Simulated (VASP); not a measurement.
```xyz
18
Lattice="0.0000 11.2151 3.6071 5.7626 0.0000 3.6071 5.7626 11.2151 0.0000" Properties=species:S:1:pos:R:3 pbc="T T T"
Ge     5.7626    11.2151     7.1947
Ge     2.8813     5.6076     1.7841
Ge     7.2063     3.1073     3.5509
Ge     4.3189    19.3230     3.5509
Ge     7.2003     8.7149     5.3544
Ge     4.3250    13.7154     5.3544
S      6.2560    12.8950     1.3707
S      5.2693     9.5353     1.3707
S      2.3880     7.2874     3.1742
S      3.3747     3.9277     3.1742
S      1.8726    10.7747     2.4538
S      3.8900     0.4405     2.4538
S      6.7713     5.1671     4.2574
S      4.7539    17.2632     4.2574
S      6.4946    14.1036     5.0570
S      5.0307     8.3267     5.0570
S      7.9120     8.4960     3.2534
S      3.6133    13.9343     3.2534
```

Level of theory: PBEsol GGA, VASP's PBE PAW potentials (set 64) (plane waves; VASP). Numerical set-up: LREAL = Auto, 400 eV cut-off, 4×4×4 Γ-centred mesh, tetrahedra with Blöchl corrections, potentials Ge_d S.

The cores are frozen, which limits the accuracy of field gradients.

Question: Give the principal components of the electric field gradient (V/Å²) and the asymmetry η at each nucleus.

Answer: 
```tsv
atom	Vxx	Vyy	Vzz	η
Ge1	12.4	8.0	-20.4	0.22
Ge2	12.4	8.0	-20.4	0.22
Ge3	10.5	1.2	-11.8	0.79
Ge4	10.5	1.2	-11.8	0.79
Ge5	10.5	1.2	-11.8	0.79
Ge6	10.5	1.2	-11.8	0.79
S7	129.9	49.7	-179.6	0.45
S8	129.9	49.7	-179.6	0.45
S9	129.9	49.7	-179.6	0.45
S10	129.9	49.7	-179.6	0.45
S11	139.7	53.7	-193.4	0.45
S12	139.7	53.7	-193.4	0.45
S13	139.7	53.7	-193.4	0.45
S14	139.7	53.7	-193.4	0.45
S15	129.7	53.4	-183.1	0.42
S16	129.7	53.4	-183.1	0.42
S17	129.7	53.4	-183.1	0.42
S18	129.7	53.4	-183.1	0.42
```

The structure comes from a measured GeS2 entry (Fdd2) of the Crystallography Open Database, whose conditions weren't checked. It was relaxed first.
